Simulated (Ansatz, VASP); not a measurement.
# Cross-check of Si (Silicon) between VASP and Ansatz, part 2 of 2

Aim: how closely do two programs agree when they are given the same cell, functional and k mesh? The cell is taken from a series of VASP runs on this material, whose earlier steps may have relaxed, scaled or displaced it; both programs get it as it stands.

VASP 6.6.1 and Ansatz 0.2.0.

So far: The structure; VASP: band structure, r2SCAN-EpsX with an exact-exchange share of 0.075.

## 3. Ansatz: band structure, r2SCAN-EpsX with an exact-exchange share of 0.075

Level of this step: Ansatz beside VASP: Kohn-Sham DFT, plane waves, r2SCAN-EpsX (Ansatz).

Ansatz runs on its default PAW (the set named soft_2) files.

The same cell, functional, mesh and smearing now go to Ansatz, which takes its cutoff from its data sets.

Contents of input.yaml:

```yaml
crystal:
  lattice:
    - [0.0, 2.71548, 2.71548]
    - [2.71548, 0.0, 2.71548]
    - [2.71548, 2.71548, 0.0]
  atoms:
    - { symbol: Si, position: [0.75, 0.75, 0.75] }
    - { symbol: Si, position: [0.5, 0.5, 0.5] }
hamiltonian:
  xc: { exchange: r2scan, correlation: r2scan, exx: { coeff: 0.075 } }
  pseudopotentials: { kind: paw }
kpoints:
  mp_grid: { grid: [5, 5, 5] }
  band_path:
    path:
      - [0.0, 0.0, 0.0]
      - [0.44444, 0.0, 0.44444]
      - [0.5, 0.0, 0.5]
      - [0.5, 0.22222, 0.72222]
      - [0.40278, 0.34722, 0.75]
      - [0.125, 0.125, 0.25]
      - [0.27778, 0.27778, 0.27778]
      - [0.55556, 0.38889, 0.55556]
      - [0.58333, 0.25, 0.66667]
      - [0.5, 0.30556, 0.69444]
      - [0.48611, 0.48611, 0.52778]
      - [0.625, 0.25, 0.625]
      - [0.5, 0.0, 0.5]
    npoints: 1
scf:
  occupations: { method: gaussian, width: 0.03 }
  n_extra_bands: 7
output:
  forces: true
  stress: true
  eigenvalues: true
```

The run is started by

```console
$ ansatz run input.yaml --threads 4 --pin off --max-ram 9216MiB --backend cpu --events-out ev --progress --plain --runs-dir out
```

Numbers of over 12 decimals in the logs are rounded to 6 here.

What it wrote:

```text
Warning: output.stress: scf.convergence.dr2_threshold = 1e-7 eV (the SCF's general default) is looser than the 2e-10 eV advised for a printed stress (1e-10 eV for each atom of the cell: 2). What an SCF threshold leaves in a stress goes as its square root, and in the free energy as the threshold itself, and one threshold admits the most on a small cell: [figures from the program's tests cut] Set scf.convergence.dr2_threshold to 2e-10 eV or tighter. The threshold is an SCF's pass mark: one that does not reach it within its budget of iterations ends unconverged, or closes short of it on a stop that the run arms, and scf.convergence.dr2_threshold's page says what that costs each kind of run
Warning: output.stress: scf.exx.energy_threshold = 1e-6 eV is looser than the 2e-8 eV advised for a stress under a hybrid functional (1e-8 eV for each atom of the cell: 2). Every SCF of the exchange loop can meet its threshold on dr2 while the loop round them stops early: no threshold on dr2 bounds what that leaves in the stress. Set scf.exx.energy_threshold to 2e-8 eV or tighter. The threshold is the loop's pass mark: a loop that does not reach it within its budget of cycles ends unconverged, and scf.exx.energy_threshold's page has the law
scf.n_extra_bands = 7 over 4 filled bands (N_el = 8.0): the run solves 11 bands
Engine: ansatz 0.2.0, x86_64-unknown-linux-gnu
Pseudopotentials: kind: paw
Pseudopotential: Si, paw, valence charge 4, recommended cutoff 500 eV (meta_gga), Si.paw.azcp
Functional definition: unnamed
  parameter a_1 = 0.075
  exchange = (1 - a_1)*r2scan_x + a_1*exact_x
  correlation = r2scan_c
Crystal: 2 atoms, lattice volume = 40.047 Å³
Basis set: ecut = 500 eV, 965 PW (Γ), exchange–correlation on 120×120×120 points (64 copies of the dense FFT grid, shifted against one another)
Bands: 11, of which v1, the nominal top of the filled ones, is band 4 counted from 1 (3 counted from 0)
Symmetry: 48 space group operations
Space group: Fd-3m (ITA 227), of the structure as read, at distance tolerance 3.4e-5 Å
k-points: 10 of 125
Non-local potential: Si, projectors of the file, l = 0: 2, l = 1: 2, l = 2: 2
PAW form: soft (Blöchl's): semilocal exchange-correlation on the pseudo side does not see the compensation charge
PAW frozen core: Si, regenerated for the run's functional, and the local potential with it (the file was generated under x = pbe(κ = 0.804, μ = 0.219515), c = pbe(β = 0.066725))
PAW one-centre angular grid: Si, 302 points (default); XC on 160 Gauss nodes
Initial density: superposition of atomic densities (neutral atoms: chi_scale 0, normalization atom), corrected by the library's trained network
Initial wavefunctions: pseudopotential atomic-orbital guess
Functional: x = r2scan, c = r2scan; τ floored in thin density (d = 2e-4 eV/Å³), warm-up for x = 0.925 r2scan + 0.075 exact, c = r2scan; τ floored in thin density (d = 2e-4 eV/Å³)
SCF iter   1: F=—  HF=-1278.055247 eV  |F-HF|=—  |Δ(HF+E_count)|=         —  Δρ=3.63e-3  dr2=3.34e-3  dr2_τ=1.30e-2  ethr=1.77e-3  ⟨swp⟩=7.5  Hψ=556  notcnv=0
preconditioner: auto → none  [insulator: Δε(μ)=0.732 eV  Ē_g=12.597 eV  σ=0.030 eV  W_gap=1.00  n_scr=8 (ndim 8)  ℏωp=16.6 eV  f_vac=0.000  D(μ)=0.00/eV (n_scr^D=0)]
SCF iter   2: F=—  HF=-1278.071968 eV  |F-HF|=—  |Δ(HF+E_count)|=   1.67e-2  Δρ=2.06e-3  dr2=1.09e-3  dr2_τ=5.44e-6  ethr=4.17e-5  ⟨swp⟩=4.4  Hψ=317  notcnv=0  defer=6
iter 3 solved again at ethr=4.59e-7 eV; its pass at ethr=1.36e-5 eV (dr2=3.67e-5 eV) is discarded
SCF iter   3: F=-1278.071994 eV  HF=-1278.071989 eV  |F-HF|=5.30e-6  |Δ(HF+E_count)|=   2.09e-5  Δρ=3.36e-4  dr2=3.49e-5  dr2_τ=7.46e-7  ethr=4.59e-7  ⟨swp⟩=2.2  Hψ=326  notcnv=0  defer=2
SCF 1 stopped early in 3 iterations: F = -1278.071994 eV  dr2 = 3.49e-5
  greatest PAW one-centre occupation: 0.640 electrons in one spin orbital (limit 2), on the Si atom at site 1 (counted from 0), in its partial waves of l = 0
Initial density: handed on by an earlier stage of this run
Initial wavefunctions: those handed on with the density
Functional: x = 0.925 r2scan + 0.075 exact, c = r2scan; τ floored in thin density (d = 2e-4 eV/Å³)
Frozen-core exchange: fock
SCF iter   1: F=—  HF=-1277.966735 eV  |F-HF|=—  |Δ(HF+E_count)|=         —  Δρ=2.51e-4  dr2=1.10e-5  dr2_τ=1.06e-6  ethr=4.36e-6  ⟨swp⟩=6.5  Hψ=450  notcnv=1
preconditioner: auto → none  [insulator: Δε(μ)=1.088 eV  Ē_g=13.163 eV  σ=0.030 eV  W_gap=1.00  n_scr=8 (ndim 8)  ℏωp=16.6 eV  f_vac=0.000  D(μ)=0.00/eV (n_scr^D=0)]
SCF iter   2: F=—  HF=-1277.966741 eV  |F-HF|=—  |Δ(HF+E_count)|=   5.74e-6  Δρ=1.16e-4  dr2=3.00e-6  dr2_τ=5.77e-8  ethr=1.25e-7  ⟨swp⟩=2.0  Hψ=151  notcnv=0
SCF iter   3: F=—  HF=-1277.966744 eV  |F-HF|=—  |Δ(HF+E_count)|=   2.96e-6  Δρ=2.03e-5  dr2=4.46e-6  dr2_τ=9.63e-10  ethr=2.49e-8  ⟨swp⟩=3.0  Hψ=184  notcnv=0
SCF iter   4: F=—  HF=-1277.966824 eV  |F-HF|=—  |Δ(HF+E_count)|=   7.96e-5  Δρ=3.95e-5  dr2=4.87e-7  dr2_τ=4.21e-9  ethr=1.07e-9  ⟨swp⟩=4.5  Hψ=319  notcnv=0  defer=1
SCF iter   5: F=-1277.966824 eV  HF=-1277.966823 eV  |F-HF|=2.50e-8  |Δ(HF+E_count)|=   5.86e-8  Δρ=1.55e-5  dr2=6.88e-8  dr2_τ=6.64e-10  ethr=1.07e-9  ⟨swp⟩=3.1  Hψ=191  notcnv=0  defer=1
SCF 2 converged in 5 iterations: F = -1277.966824 eV  dr2 = 6.88e-8
  greatest PAW one-centre occupation: 0.641 electrons in one spin orbital (limit 2), on the Si atom at site 1 (counted from 0), in its partial waves of l = 0
hybrid outer 1: dexx = +5.522e-5 eV, tail = 1.52e-7 eV
Frozen-core exchange: fock
SCF iter   1: F=—  HF=-1277.966824 eV  |F-HF|=—  |Δ(HF+E_count)|=         —  Δρ=1.72e-5  dr2=6.79e-8  dr2_τ=6.96e-10  ethr=9.48e-9  ⟨swp⟩=5.2  Hψ=306  notcnv=0
preconditioner: auto → none  [insulator: Δε(μ)=1.091 eV  Ē_g=13.163 eV  σ=0.030 eV  W_gap=1.00  n_scr=8 (ndim 8)  ℏωp=16.6 eV  f_vac=0.000  D(μ)=0.00/eV (n_scr^D=0)]
SCF iter   2: F=-1277.966824 eV  HF=-1277.966824 eV  |F-HF|=3.49e-9  |Δ(HF+E_count)|=   2.69e-8  Δρ=4.76e-6  dr2=3.99e-9  dr2_τ=2.50e-11  ethr=8.43e-10  ⟨swp⟩=2.0  Hψ=150  notcnv=0
SCF 3 converged in 2 iterations: F = -1277.966824 eV  dr2 = 3.99e-9
  Residual-converged pass: ⟨swp⟩=3.2  Hψ=192  notcnv=0  max |occ|·‖R‖ = 2.3e-6 eV (tolerance 2.4e-6 eV)  dr2=4.17e-9  dr2_τ=2.60e-11  dr2_onsite=2.08e-10  max |Δocc| = 2.0e-153
hybrid outer 2: dexx = +9.427e-10 eV, tail = 8.48e-9 eV, Δε = 1.24e-4 eV (about 5.75e-5 eV left of the loop's levels)
NSCF: frozen V_eff on 13 k-points
hybrid SCF converged: 2 outer / 7 inner (+3 warm-up), last move |dexx| = 9.43e-10 eV, tail = 8.48e-9 eV
Stability not checked: this state was not tested for a lower state beside it, because the functional holds exact exchange (a hybrid, or Hartree-Fock), whose exchange loop this test does not read (fock_operator; see scf.lower_state_search)
Free energy (F): -1277.966824 eV
Frozen-core exchange: fock
Harris-Foulkes:  -1277.966824 eV  (|F-HF|=3.49e-9)
Internal energy: -1277.966824 eV  (E = F + TS)
E sigma→0 (E₀):  -1277.966824 eV
Fermi energy:    6.533057 eV
--- Per-component energies (eV) ---
  E_band       = 4.346866
  E_kinetic    = 81.281727
  E_local      = -53.393922  (includes V_loc(G=0)·N_el)
  E_nonlocal   = 49.908760
  E_hartree    = 15.025128
  E_xc         = -96.342998
  E_vxc        = -92.692102  (∫ρ·V_xc dr)
  E_exx        = -4.326018  (= α·E_x^exact, valence–valence)
  E_paw        = -1041.425914  (= ΣΔE_a)
  E_vpaw       = -5.576071  (= ΣTr[D̂ρ^β])
  E_aug_tail   = 0.000008  (compensation charges beyond the density's cutoff)
  E_vtau       = 3.420282  (kinetic-family band-sum trace: ∫τ·v_τ [+ j·A + Jᵃ·Aᵃ] dr)
  E_ewald      = -228.520872
  E_core_change = -0.172723  (= ΣΔE_core)
  E_smearing   = -0.000000  (= −TS)
  E_closure    = 0.000000  (closes the sum)
  Σ components = -1277.966824   (vs F -1277.966824, Δ=0.00e0)
--- Forces (eV/Å), atoms counted from 1 ---
  atom   1  Si     0.00000000     0.00000000    -0.00000000
  atom   2  Si     0.00000000     0.00000000     0.00000000
  max |Σ_I F_I| component: 2.04e-16 eV/Å
--- Stress (GPa, compression-positive) ---
        0.619346      -0.000000       0.000000
        0.000000       0.619346       0.000000
       -0.000000      -0.000000       0.619346
  P = ⅓ Tr σ = 0.6193 GPa (6.193 kbar)
--- Band table (eV; the first three rows and the last of 10) ---
  k-point 0: bands = [-6.9145, 5.9880, 5.9880, 5.9880, 9.1137, 9.1137, 9.1137, 10.3603, ... 3 higher]
  k-point 1: bands = [-6.3561, 2.7873, 5.3610, 5.3610, 8.8953, 9.9807, 9.9807, 13.0770, ... 3 higher]
  k-point 2: bands = [-4.8835, -0.7577, 4.7553, 4.7553, 8.2953, 10.0363, 10.0363, 14.8183, ... 3 higher]
  k-point 9: bands = [-3.5050, -1.0617, 1.7063, 2.7662, 10.0602, 10.4371, 11.2221, 14.7752, ... 3 higher]
```

It took 10 s on 4 threads of Intel Xeon 6975P-C (Granite Rapids), shared host; peak memory 0.77 GiB; 36 s of CPU time.

## 4. Comparison

Known differences besides the potentials themselves: exact exchange at q = 0 is treated differently, which shows on coarse meshes; VASP keeps PBE cores, Ansatz makes them for the functional; the cutoff is 500 eV in Ansatz and 350 eV in VASP; VASP takes a coarser grid for exact exchange (PRECFOCK = Fast). Total energies have different zeros and are not compared.

The two programs side by side:

| quantity | Ansatz | VASP | difference |
| --- | --- | --- | --- |
| gap over the path points (eV) | 1.098 | 1.122 | -0.023 |

Levels at points of the path, from each program's valence-band top (eV; 4 filled, then empty):

| k (reciprocal lattice) | Ansatz | VASP |
| --- | --- | --- |
| 0.000 0.000 0.000 | -12.90 0.00 0.00 0.00 3.13 3.13 3.13 | -12.89 0.00 0.00 0.00 3.15 3.15 3.15 |
| 0.444 0.000 0.444 | -9.31 -7.45 -3.05 -3.05 1.10 1.52 10.50 | -9.30 -7.44 -3.04 -3.04 1.12 1.55 10.53 |
| 0.500 0.000 0.500 | -8.41 -8.41 -3.10 -3.10 1.24 1.24 11.39 | -8.40 -8.40 -3.10 -3.10 1.26 1.26 11.41 |
| 0.500 0.222 0.722 | -8.24 -8.24 -4.12 -4.12 4.59 4.59 6.26 | -8.23 -8.23 -4.11 -4.11 4.61 4.61 6.29 |
| 0.403 0.347 0.750 | -8.83 -7.79 -4.61 -2.81 2.02 4.88 7.95 | -8.82 -7.78 -4.60 -2.81 2.05 4.90 7.97 |
| 0.125 0.125 0.250 | -12.32 -2.85 -1.73 -0.31 3.73 3.75 4.02 | -12.31 -2.84 -1.72 -0.31 3.75 3.77 4.03 |
| 0.278 0.278 0.278 | -11.85 -4.73 -0.93 -0.93 2.62 4.18 4.18 | -11.83 -4.72 -0.93 -0.93 2.64 4.20 4.20 |
| 0.556 0.389 0.556 | -10.04 -7.35 -3.14 -1.81 2.75 4.83 5.18 | -10.03 -7.34 -3.12 -1.81 2.77 4.85 5.20 |
| 0.583 0.250 0.667 | -8.79 -7.80 -4.58 -3.00 2.33 4.90 7.60 | -8.78 -7.80 -4.57 -2.99 2.35 4.92 7.62 |
| 0.500 0.306 0.694 | -9.01 -7.55 -4.45 -3.41 4.28 4.65 6.34 | -9.00 -7.54 -4.44 -3.40 4.30 4.67 6.36 |

Among the levels compared at these points, filled levels agree within 16 meV and empty ones within 27 meV.

## 5. Summary of results

* difference in gap over the path points (band structure, r2SCAN-EpsX with an exact-exchange share of 0.075): -0.023 eV

What this shows: The difference in gap over the path points is -0.023 eV (band structure, r2SCAN-EpsX with an exact-exchange share of 0.075), within the 0.08 eV picked in this series as the mark of a large difference. 1 further run of this series is not shown here. How closely two codes agree says nothing of how well the functional describes the real material.

[Lines on the potential files, build, host, timing and source positions are cut from VASP's logs without a mark.]

[Logs are printed without paths, hosts, clocks, repeated set-up lines and the standing remarks that a program may print on its own settings, such as how far it seeks lower states.]

[Hosts, paths, dates, database ids (printed as entryN), source tags and the programs' standing remarks are cut or masked in the printed files.]
